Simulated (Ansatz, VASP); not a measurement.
# Cross-check of YZn between VASP and Ansatz

Aim: how closely do two programs agree when they are given the same cell, functional and k mesh? The cell is taken from a series of runs on this material, whose earlier steps may have relaxed, scaled, displaced or heated it; both programs get it as it stands.

Main program and level: Ansatz 0.2.0; plane waves, with VASP 6.6.1 beside it; relaxation of cell and atoms at PBEsol and zone-centre phonons at PBEsol.

### Step 1. The starting structure

The structure is cubic, space group Pm-3m (No. 221). The conventional cell has a = 3.521 Å, b = 3.521 Å, c = 3.521 Å, α = 90.00°, β = 90.00°, γ = 90.00°. Nearest to Y lie 8 Zn at 3.05 Å. Zn has 8 Y at 3.05 Å nearest. Farther neighbours are not listed.

Coordinates:

```
Y Zn
1.0
     3.52137    0.00000    0.00000
     0.00000    3.52137    0.00000
     0.00000    0.00000    3.52137
Y Zn
1 1
Cartesian
  0.0000 0.0000 0.0000
  1.7607 1.7607 1.7607
```

### Step 2. VASP: relaxation of cell and atoms, PBEsol

The relaxed volume is the usual yardstick between codes: in a stiff, nearly cubic crystal its relative difference is about their pressure difference at one cell divided by the bulk modulus.

Lines of VASP's logs that name or quote its potential files are left out, and so is its time.

INCAR

```
SYSTEM = YZn
PREC = Accurate
ENCUT = 500
EDIFF = 1E-07
NELM = 120
ISMEAR = 1
SIGMA = 0.2
LREAL = .FALSE.
ALGO = Normal
GGA = PS
NBANDS = 17
LASPH = .TRUE.
LORBIT = 11
LWAVE = .FALSE.
LCHARG = .FALSE.
ISIF = 3
IBRION = 2
NSW = 80
EDIFFG = -0.005
GGA_COMPAT = .FALSE.
NELMIN = 4
KPAR = 2
```

POSCAR

```
YZn
1.0
    3.5213670000      0.0000000000      0.0000000000
    0.0000000000      3.5213670000      0.0000000000
    0.0000000000      0.0000000000      3.5213670000
Y Zn
1 1
Direct
    0.0000000000      0.0000000000      0.0000000000
    0.4999998580      0.4999998580      0.4999998580
```

KPOINTS

```
Automatic mesh
0
Gamma
12 12 12
0 0 0
```

Potentials, in the order of the species: Y_sv and Zn (PBE family, release 64).

Started as:

```
> mpirun -np 2 vasp_std
```

Numbers of over 12 decimals in the logs are rounded to 6 here.

Output:

```text
[banner, memory and clock lines left out]
running    2 mpi-ranks, on    1 nodes
 distrk:  each k-point on    1 cores,    2 groups
 distr:  one band on    1 cores,    1 groups

 POSCAR found type information on POSCAR Y Zn
 POSCAR found :  2 types and       2 ions
|                                                                             |
|               ----> ADVICE to this user running VASP <----                  |
|                                                                             |
|     You enforced a specific xc type in the INCAR file but a different       |
|     [... a line on the potential file left out ...]
|     I HOPE YOU KNOW WHAT YOU ARE DOING!                                     |
|                                                                             |

 LDA part: xc-table for (Slater+PW92), standard interpolation
 POSCAR, INCAR and KPOINTS ok, starting setup
 FFT: planning ... GRIDC
 FFT: planning ... GRID_SOFT
 FFT: planning ... GRID
 WAVECAR not read
 entering main loop
       N       E                     dE             d eps       ncg     rms          rms(c)
DAV:   1     0.108192452492E+03    0.10819E+03   -0.11454E+04  2864   0.156E+03
DAV:   2    -0.485759800905E+01   -0.11305E+03   -0.11054E+03  3188   0.313E+02
DAV:   3    -0.952809023435E+01   -0.46705E+01   -0.46405E+01  3618   0.625E+01
DAV:   4    -0.963821039952E+01   -0.11012E+00   -0.10983E+00  3913   0.727E+00
DAV:   5    -0.963933376115E+01   -0.11234E-02   -0.11231E-02  3743   0.671E-01    0.305E+01
DAV:   6    -0.919770661329E+01    0.44163E+00   -0.12936E+00  3593   0.160E+01    0.184E+01
DAV:   7    -0.915303146248E+01    0.44675E-01   -0.70777E-01  4155   0.719E+00    0.363E+00
DAV:   8    -0.913148287753E+01    0.21549E-01   -0.12243E-01  3583   0.451E+00    0.823E-01
DAV:   9    -0.912768369079E+01    0.37992E-02   -0.32498E-02  3137   0.138E+00    0.154E-01
DAV:  10    -0.912756606310E+01    0.11763E-03   -0.26107E-03  3233   0.347E-01    0.490E-02
DAV:  11    -0.912753800443E+01    0.28059E-04   -0.20101E-04  4167   0.120E-01    0.323E-02
DAV:  12    -0.912754010809E+01   -0.21037E-05   -0.77395E-06  3478   0.197E-02    0.161E-02
DAV:  13    -0.912753876023E+01    0.13479E-05   -0.49148E-06  3457   0.169E-02    0.567E-03
DAV:  14    -0.912753889499E+01   -0.13476E-06   -0.14793E-07  2404   0.287E-03    0.337E-03
DAV:  15    -0.912753896215E+01   -0.67163E-07   -0.25283E-08  1583   0.131E-03
   1 F= -.91275390E+01 E0= -.91254943E+01  d E =-.912754E+01
 curvature:   0.00 expect dE= 0.000E+00 dE for cont linesearch  0.000E+00
 trial: gam= 0.00000 g(F)=  0.000E+00 g(S)=  0.157E-04 ort = 0.000E+00 (trialstep = 0.100E+01)
 search vector abs. value=  0.157E-04
 bond charge predicted
       N       E                     dE             d eps       ncg     rms          rms(c)
DAV:   1    -0.912786078169E+01   -0.32189E-03   -0.45133E-03  3981   0.791E-01    0.138E-01
DAV:   2    -0.912757849851E+01    0.28228E-03   -0.11436E-03  3033   0.483E-01    0.465E-02
DAV:   3    -0.912754241192E+01    0.36087E-04   -0.18473E-04  4437   0.117E-01    0.257E-02
DAV:   4    -0.912754130208E+01    0.11098E-05   -0.14071E-05  4954   0.287E-02    0.167E-02
DAV:   5    -0.912754424832E+01   -0.29462E-05   -0.56237E-06  4657   0.140E-02    0.506E-03
DAV:   6    -0.912754498776E+01   -0.73944E-06   -0.90018E-07  4815   0.633E-03    0.138E-03
DAV:   7    -0.912754502208E+01   -0.34314E-07   -0.28037E-08  1554   0.140E-03
   2 F= -.91275450E+01 E0= -.91255043E+01  d E =-.605992E-05
 trial-energy change:   -0.000006  1 .order   -0.000005   -0.000016    0.000006
 step:   0.7776(harm=  0.7133)  dis= 0.00000  next Energy=    -9.127546 (dE=-0.675E-05)
 reached required accuracy - stopping structural energy minimisation
```

From OUTCAR (step 2):

```text
ion  position               nearest neighbor table
   1  0.000  0.000  0.000-   2 3.05   2 3.05   2 3.05   2 3.05   2 3.05   2 3.05   2 3.05   2 3.05

  LATTYP: Found a simple cubic cell.
 ALAT       =     3.5213670000

 Subroutine GETGRP returns: Found 48 space group operations
 (whereof 48 operations were pure point group operations)

The static configuration has the point symmetry O_h .

 Found     84 irreducible k-points:

   k-points           NKPTS =     84   k-points in BZ     NKDIM =     84   number of bands    NBANDS=     17

   dimension x,y,z NGX =    28 NGY =   28 NGZ =   28
   dimension x,y,z NGXF=    56 NGYF=   56 NGZF=   56

   ENCUT  =  500.0 eV  36.75 Ry    6.06 a.u.   6.42  6.42  6.42*2*pi/ulx,y,z

   NELECT =      23.0000    total number of electrons

 k-points in reciprocal lattice and weights: Automatic mesh
   0.00000000  0.00000000  0.00000000       0.001
   0.08333333  0.00000000  0.00000000       0.003
   0.16666667  0.00000000  0.00000000       0.003
   0.25000000  0.00000000  0.00000000       0.003
   0.33333333  0.00000000  0.00000000       0.003
   0.41666667  0.00000000  0.00000000       0.003
   0.50000000  0.00000000  0.00000000       0.002
   0.08333333  0.08333333  0.00000000       0.007
   0.16666667  0.08333333  0.00000000       0.014
[...]
0.50000000  0.50000000  0.41666667       0.003
   0.50000000  0.50000000  0.50000000       0.001

 average (electrostatic) potential at core
       1 -37.0942       2 -35.8386

 E-fermi :   3.2685

 k-point     1 :       0.0000    0.0000    0.0000
  band No.  band energies     occupation
    ...
      8      -3.6361      2.00000
      9      -3.6361      2.00000
     10      -3.6361      2.00000
     11       3.2050      1.50865
     12       3.2050      1.50865
     13       7.7313      0.00000
     14       7.7313      0.00000
     15       7.7313      0.00000
     16       8.1415      0.00000
     17       8.1415      0.00000

 k-point     2 :       0.0833    0.0000    0.0000
  band No.  band energies     occupation
    ...
      8      -3.6382      2.00000
      9      -3.6382      2.00000
     10      -3.6345      2.00000
     11       3.1909      1.60559
     12       3.2309      1.31194
     13       7.0282     -0.00000
     14       7.0282     -0.00000
     15       7.7396      0.00000
     16       7.7907      0.00000
     17       8.9110      0.00000

 k-point     3 :       0.1667    0.0000    0.0000
  band No.  band energies     occupation
    ...
      8      -3.6441      2.00000
      9      -3.6304      2.00000
     10      -3.4836      2.00000
     11       3.0290      2.07068
     12       3.3044      0.70192
     13       6.2543     -0.00000
     14       6.2543     -0.00000
     15       7.2660     -0.00000
     16       7.7624      0.00000
     17       9.8927      0.00000

  Total        0.0059195      0.0059195      0.0059195      0.0000000      0.0000000      0.0000000
  in kB        0.2174323      0.2174323      0.2174323      0.0000000      0.0000000      0.0000000
  external PRESSURE =       0.2174323 kB  Pullay stress =       0.0000000 kB

  energy-cutoff  :      500.00
  volume of cell :       43.62
      direct lattice vectors                 reciprocal lattice vectors
     3.520115835 -0.000000000 -0.000000000     0.284081561 -0.000000000  0.000000000
     0.000000000  3.520115835 -0.000000000     0.000000000  0.284081561 -0.000000000
    -0.000000000  0.000000000  3.520115835     0.000000000  0.000000000  0.284081561

 POSITION                                       TOTAL-FORCE (eV/Angst)
 -----------------------------------------------------------------------------------
      0.00000      0.00000      0.00000        -0.000000     -0.000000      0.000000
      1.76006      1.76006      1.76006         0.000000      0.000000      0.000000
 -----------------------------------------------------------------------------------
    total drift:                                0.000103      0.000103      0.000103

  FREE ENERGIE OF THE ION-ELECTRON SYSTEM (eV)
  ---------------------------------------------------
  free  energy   TOTEN  =        -9.1275450221 eV

  energy  without entropy=       -9.1214227412  energy(sigma->0) =       -9.12550426

 reached required accuracy - stopping structural energy minimisation

 total charge
# of ion       s       p       d       f       tot
--------------------------------------------------
    1        2.236   6.336   0.977   0.020   9.569
    2        0.678   0.448   9.682   0.000  10.808
--------------------------------------------------
tot          2.914   6.784  10.659   0.020  20.378

[... 3 further parts left out ...]
```

CONTCAR:

```
YZn
   1.00000000000000
     3.5201158350518966   -0.0000000000000000   -0.0000000000000000
     0.0000000000000000    3.5201158350518966   -0.0000000000000000
    -0.0000000000000000    0.0000000000000000    3.5201158350518966
  Y               Zn
     1     1
Direct
     0.0000000000000000    0.0000000000000000    0.0000000000000000
     0.4999998580000025    0.4999998580000025    0.4999998580000025
```

### Step 3. Ansatz: relaxation of cell and atoms, PBEsol

Ansatz runs on its PAW soft_1 files.

The same cell, functional, mesh and smearing now go to Ansatz, which takes its cutoff from its data sets.

input.yaml

```yaml
crystal:
  lattice:
    - [3.5213666307, 0.0, 0.0]
    - [0.0, 3.5213666307, 0.0]
    - [0.0, 0.0, 3.5213666307]
  atoms:
    - { symbol: "Y", position: [0.0, 0.0, 0.0] }
    - { symbol: Zn, position: [0.5, 0.5, 0.5] }
kpoints:
  mp_grid: { grid: [12, 12, 12] }
hamiltonian:
  xc: pbesol
  pseudopotentials: { kind: paw, azcp: { folder: soft_1 }, xc_functional: pbe }
scf:
  occupations: { method: methfessel_paxton, width: 0.2 }
output:
  forces: true
  stress: true
  eigenvalues: true
  write_density: true
  write_potential: true
  elf: true
  volumetric_format: npy
relax:
  adjacent_minimum: "off"
  f_tol: 0.001
  max_steps: 60
  cell: { stress_tol: 0.01 }
```

Started as:

```
> ansatz run input.yaml --threads 4 --pin off --max-ram 10240MiB --backend cpu --events-out ev --progress --plain --runs-dir out
```

Output:

```text
Engine: ansatz 0.2.0, aarch64-unknown-linux-gnu
Pseudopotentials: kind: paw
Pseudopotential: Y, paw, valence charge 11, recommended cutoff 420 eV (normal), soft_1/Y.paw.azcp
Pseudopotential: Zn, paw, valence charge 12, recommended cutoff 420 eV (normal), soft_1/Zn.paw.azcp
Functional definition: PBEsol
  exchange = pbesol_x
  correlation = pbesol_c
Crystal: 2 atoms, lattice volume = 43.665 Å³
Basis set: ecut = 420 eV, 847 PW (Γ), exchange–correlation on 48×48×48 points (8 copies of the dense FFT grid, shifted against one another)
Bands: 16, of which v1, the nominal top of the filled ones, is band 12 counted from 1 (11 counted from 0)
Symmetry: 48 space group operations
Space group: Pm-3m (ITA 221), of the structure as read, at distance tolerance 3.5e-5 Å
k-points: 84 of 1728
Non-local potential: Y, projectors of the file, l = 0: 3, l = 1: 2, l = 2: 2, l = 3: 1
Non-local potential: Zn, projectors of the file, l = 0: 2, l = 1: 2, l = 2: 3, l = 3: 1
PAW form: soft (Blöchl's): semilocal exchange-correlation on the pseudo side does not see the compensation charge
PAW frozen core: Y, regenerated for the run's functional, and the local potential with it (the file was generated under x = pbe(κ = 0.804, μ = 0.219515), c = pbe(β = 0.066725))
PAW frozen core: Zn, regenerated for the run's functional, and the local potential with it (the file was generated under x = pbe(κ = 0.804, μ = 0.219515), c = pbe(β = 0.066725))
PAW one-centre angular grid: Y, 590 points (default); XC on 64 Gauss nodes
PAW one-centre angular grid: Zn, 590 points (default); XC on 64 Gauss nodes
Initial density: superposition of atomic densities (chi_scale 0.1, normalization cell, long waves kept (reshape's long-wave potential 0.00 eV rms))
Initial wavefunctions: pseudopotential atomic-orbital guess
Functional: x = pbesol(κ = 0.804, μ = 0.123457), c = pbesol(β = 0.046)
SCF iter   1: F=—  HF=-7077.570064 eV  |F-HF|=—  |Δ(HF+E_count)|=         —  Δρ=1.03e-1  dr2=3.72e0  ethr=3.10e-3  ⟨swp⟩=5.0  Hψ=6952  notcnv=0
preconditioner: auto → none  [metal: Δε(μ)=0.032 eV  Ē_g=11.830 eV  σ=0.200 eV  W_gap=0.13  n_scr=6 (ndim 8)  ℏωp=25.8 eV  f_vac=0.000  D(μ)=3.45/eV (n_scr^D=32)  sad-step TF]
SCF iter   2: F=—  HF=-7076.954419 eV  |F-HF|=—  |Δ(HF+E_count)|=   6.16e-1  S|Δr|=    0.00e0  Δρ=3.90e-2  dr2=8.00e-1  ethr=3.10e-3  ⟨swp⟩=2.0  Hψ=2986  notcnv=0
SCF iter   3: F=—  HF=-7076.729958 eV  |F-HF|=—  |Δ(HF+E_count)|=   2.24e-1  S|Δr|=    0.00e0  Δρ=1.16e-2  dr2=4.92e-2  ethr=3.10e-3  ⟨swp⟩=2.6  Hψ=2639  notcnv=0
SCF iter   4: F=—  HF=-7076.718982 eV  |F-HF|=—  |Δ(HF+E_count)|=   1.10e-2  S|Δr|=    0.00e0  Δρ=1.65e-3  dr2=8.27e-4  ethr=2.14e-4  ⟨swp⟩=2.0  Hψ=2441  notcnv=0
SCF iter   5: F=—  HF=-7076.720112 eV  |F-HF|=—  |Δ(HF+E_count)|=   1.13e-3  S|Δr|=    0.00e0  Δρ=1.56e-3  dr2=7.02e-4  ethr=3.59e-6  ⟨swp⟩=2.0  Hψ=2000  notcnv=0
SCF iter   6: F=—  HF=-7076.719989 eV  |F-HF|=—  |Δ(HF+E_count)|=   1.23e-4  S|Δr|=    0.00e0  Δρ=5.15e-4  dr2=7.41e-5  ethr=3.05e-6  ⟨swp⟩=2.4  Hψ=1996  notcnv=0
SCF iter   7: F=—  HF=-7076.719965 eV  |F-HF|=—  |Δ(HF+E_count)|=   2.43e-5  S|Δr|=    0.00e0  Δρ=1.22e-4  dr2=4.36e-6  ethr=3.22e-7  ⟨swp⟩=2.0  Hψ=1769  notcnv=0
SCF iter   8: F=-7076.719964 eV  HF=-7076.719964 eV  |F-HF|=8.08e-8  |Δ(HF+E_count)|=   1.05e-6  S|Δr|=    0.00e0  Δρ=1.56e-5  dr2=8.38e-8  ethr=4.35e-10  ⟨swp⟩=6.9  Hψ=9072  notcnv=0
SCF 1 converged in 8 iterations: F = -7076.719964 eV  dr2 = 8.38e-8
  greatest PAW one-centre occupation: 0.993 electrons in one spin orbital (limit 2), on the Y atom at site 0 (counted from 0), in its partial waves of l = 0
relax step   1: F+E_penalty+E_count = -7076.71996353 eV  Δ(F+E_penalty+E_count) = +0.000e0 eV  max|allowed force component| = 1.042e-29 eV/Å  Δτ_max = 0.0000 Å  P = -0.035 GPa  Ω = 43.665 Å³  (8 SCF iters, dr2 threshold 1.00e-7 eV, accepted)
[...]
relax step   2: F+E_penalty+E_count = -7076.71997220 eV  Δ(F+E_penalty+E_count) = -8.676e-6 eV  max|allowed force component| = 2.104e-29 eV/Å  Δτ_max = 0.0000 Å  P = +0.017 GPa  Ω = 43.631 Å³  energy of the carried Pulay correction = +6.750e-6 eV  (4 SCF iters, dr2 threshold 3.07e-9 eV, accepted)
[...]
relax step   3: F+E_penalty+E_count = -7076.71997059 eV  Δ(F+E_penalty+E_count) = +1.616e-6 eV  max|allowed force component| = 7.954e-30 eV/Å  Δτ_max = 0.0000 Å  P = +0.000 GPa  Ω = 43.642 Å³  energy of the carried Pulay correction = +4.545e-6 eV  (4 SCF iters, dr2 threshold 7.23e-10 eV, accepted)
[...]
relax step   4: F+E_penalty+E_count = -7076.71996652 eV  Δ(F+E_penalty+E_count) = +4.072e-6 eV  max|allowed force component| = 7.396e-30 eV/Å  Δτ_max = 0.0000 Å  P = +0.000 GPa  Ω = 43.642 Å³  stress off target by 9.20e-5 GPa  SCF on the basis re-selected at this cell (its energy is not comparable with the rows above)  (7 SCF iters)
basis re-selected at this cell: Δ(F+E_penalty+E_count) = +4.072e-6 eV, ΔP = +0.000 GPa vs the last step (what re-selecting the basis moved, of the pressure what is left beyond the Pulay correction that the steps carried, after the strain that the cell walked since its last selection, with what the two solves' SCF thresholds leave and, on support functions, any second-order correction that the steps lacked; it is no m [...]
SCF converged after 7 iterations
Stability not checked: this state was not tested for a lower state beside it, because cold or Methfessel-Paxton smearing, or corrected tetrahedra, fill the levels in a way that the test cannot read (fill_not_monotonic; see scf.lower_state_search)
Free energy (F): -7076.719967 eV
Harris-Foulkes:  -7076.719967 eV  (|F-HF|=9.09e-13)
Internal energy: -7076.713902 eV  (E = F + TS)
E sigma→0 (E₀):  -7076.718450 eV
Entropy (-TS):   -0.006064 eV (-3.032 meV/atom)
Fermi energy:    10.794736 eV
--- Per-component energies (eV) ---
  E_band       = -53.316209
  E_kinetic    = 465.048033
  E_local      = -2428.462713  (includes V_loc(G=0)·N_el)
  E_nonlocal   = 844.069096
  E_hartree    = 888.790368
  E_xc         = -256.003257
  E_vxc        = -257.569212  (∫ρ·V_xc dr)
  E_paw        = -4620.581790  (= ΣΔE_a)
  E_vpaw       = -453.981929  (= ΣTr[D̂ρ^β])
  E_aug_tail   = -0.000216  (compensation charges beyond the density's cutoff)
  E_ewald      = -1970.519552
  E_core_change = 0.946129  (= ΣΔE_core)
  E_smearing   = -0.006064  (= −TS)
  E_closure    = 0.000000  (closes the sum)
  Σ components = -7076.719967   (vs F -7076.719967, Δ=0.00e0)
--- Forces (eV/Å), atoms counted from 1 ---
  atom   1  Y      0.00000000     0.00000000     0.00000000
  atom   2  Zn    -0.00000000    -0.00000000     0.00000000
  max |Σ_I F_I| component: 1.47e-29 eV/Å
--- Stress (GPa, compression-positive) ---
        0.000092      -0.000000      -0.000000
       -0.000000       0.000092       0.000000
       -0.000000       0.000000       0.000092
  P = ⅓ Tr σ = 0.0001 GPa (0.001 kbar)
--- Band table (eV; the first three rows and the last of 84) ---
  k-point 0: bands = [... 8 lower, 3.9179, 3.9179, 10.7366, 10.7366, 15.2587, 15.2587, 15.2587, 15.6524]
  k-point 1: bands = [... 8 lower, 3.9157, 3.9194, 10.7219, 10.7620, 14.5499, 14.5499, 15.2664, 15.3061]
  k-point 2: bands = [... 8 lower, 3.9237, 4.0579, 10.5588, 10.8338, 13.7756, 13.7756, 14.7880, 15.2877]
  k-point 83: bands = [... 8 lower, 4.0729, 8.8129, 8.8129, 8.8129, 10.4074, 16.2391, 16.2391, 16.2391]
--- Relaxed structure (3 steps of the walk, 3 accepted, 1 SCFs on fresh bases) ---
  F+E_penalty+E_count = -7076.71996652 eV   max|allowed force component| = 7.396e-30 eV/Å   (the final SCF, on the basis selected at the relaxed cell)
  cell:  # Å, volume = 43.6422 Å³
    - [3.520753, 0, 0]
    - [0, 3.520753, 0]
    - [0, 0, 3.520753]
  atoms:
    - { symbol: Y, position: [0, 0, 0] }
    - { symbol: Zn, position: [0.5, 0.5, 0.5] }
```

### Step 4. Side by side

Known differences besides the potentials themselves: the cutoff is 420 eV in Ansatz and 500 eV in VASP; Ansatz makes its cores anew for this functional, VASP keeps those of its PBE data sets; Ansatz adds a Pulay correction to the stress that steers its cell, VASP none. Total energies have different zeros and are not compared.

The two programs side by side:

| quantity | Ansatz | VASP | difference |
| --- | --- | --- | --- |
| volume (Å³) | 43.64 | 43.62 | +0.05 % |
| edge a after relaxation, in the typed setting (Å) | 3.521 | 3.520 | +0.02 % |

(Continued in part 2 of 2.)

[Lines on the potential files, build, host, timing and source positions are cut from VASP's logs without a mark.]

[Logs are printed without paths, hosts, clocks, repeated set-up lines and the standing remarks that a program may print on its own settings, such as how far it seeks lower states.]

[Hosts, paths, dates, database ids (printed as entryN), source tags and the programs' standing remarks are cut or masked in the printed files.]
